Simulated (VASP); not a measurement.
These are r2SCAN meta-GGA, VASP's PBE PAW potentials (set 64) (plane waves; VASP 6.6.1) values and carry that method's errors.

Input for VASP

### KPOINTS
```
Automatic mesh
0
Gamma
5 5 8
0 0 0
```

**KPOINTS_OPT**
```
k-points along high-symmetry lines
5
Line-mode
Reciprocal
  0.000000   0.000000   0.000000 ! GAMMA
  0.500000   0.000000   0.000000 ! X

  0.500000   0.000000   0.000000 ! X
  0.500000   0.500000   0.000000 ! S

  0.500000   0.500000   0.000000 ! S
  0.000000   0.500000   0.000000 ! Y

  0.000000   0.500000   0.000000 ! Y
  0.000000   0.000000   0.000000 ! GAMMA

  0.000000   0.000000   0.000000 ! GAMMA
  0.000000   0.000000   0.500000 ! Z

  0.000000   0.000000   0.500000 ! Z
  0.500000   0.000000   0.500000 ! U

  0.500000   0.000000   0.500000 ! U
  0.500000   0.500000   0.500000 ! R

  0.500000   0.500000   0.500000 ! R
  0.000000   0.500000   0.500000 ! T

  0.000000   0.500000   0.500000 ! T
  0.000000   0.000000   0.500000 ! Z

  0.500000   0.000000   0.000000 ! X
  0.500000   0.000000   0.500000 ! U

  0.000000   0.500000   0.000000 ! Y
  0.000000   0.500000   0.500000 ! T

  0.500000   0.500000   0.000000 ! S
  0.500000   0.500000   0.500000 ! R
```

### INCAR
```
SYSTEM = SnO2
PREC = Accurate; ENCUT = 520; LREAL = .FALSE.
LASPH = .TRUE.
EDIFF = 1E-7; NELM = 100; ALGO = Normal
LMAXMIX = 4; LMIXTAU = .TRUE.
ISMEAR = -5
METAGGA = R2SCAN
ISIF = 2
LWAVE = .FALSE.; LCHARG = .FALSE.; LORBIT = 11
NEDOS = 601
LEFG = .TRUE.
```

File POSCAR:
```
SnO2
1
    4.7612826091    -0.0000000000     0.0000000000
   -0.0000000000     4.7706385994     0.0000000000
    0.0000000000     0.0000000000     3.2083445531
Sn O
2 4
Direct
  0.5000000000   0.5000000000   0.5000000000
  1.0000000000   0.0000000000   0.0000000000
  0.3033476288   0.3083465549   0.0000000000
  0.6966523712   0.6916534451   0.0000000000
  0.8033476288   0.1916534451   0.5000000000
  0.1966523712   0.8083465549   0.5000000000
```

POTCAR, in this order: Sn_d O (PBE.64 set). Program: vasp_std.

Unless said otherwise, spin-orbit coupling is left out, though it shifts the bands of the heavy elements here.

What does the run give for the energy per atom (σ→0), band gap (over mesh and band path)?

```
Item                                          Value
----------------------------------  ---------------
energy per atom (σ→0)               -14105 meV/atom
band gap (over mesh and band path)          1.73 eV
```

### OSZICAR
```
...
DAV:  19    -0.846310099179E+02    0.70259E-05   -0.18118E-06  4472   0.166E-02    0.373E-03
DAV:  20    -0.846310181304E+02   -0.82125E-05   -0.29876E-06  3442   0.177E-02    0.201E-03
DAV:  21    -0.846310177584E+02    0.37198E-06   -0.24828E-07  2584   0.671E-03    0.147E-03
DAV:  22    -0.846310195406E+02   -0.17822E-05   -0.70170E-07  2689   0.850E-03    0.109E-03
DAV:  23    -0.846310196275E+02   -0.86899E-07   -0.17681E-07  2060   0.479E-03
   1 F= -.84631020E+02 E0= -.84631020E+02  d E =0.000000E+00
       N       E                     dE             ncg
       N       E                     dE             ncg
```

The structure comes from a computed database's SnO2 entry (Pnnm); how it stands against other phases isn't given here. It was relaxed first.
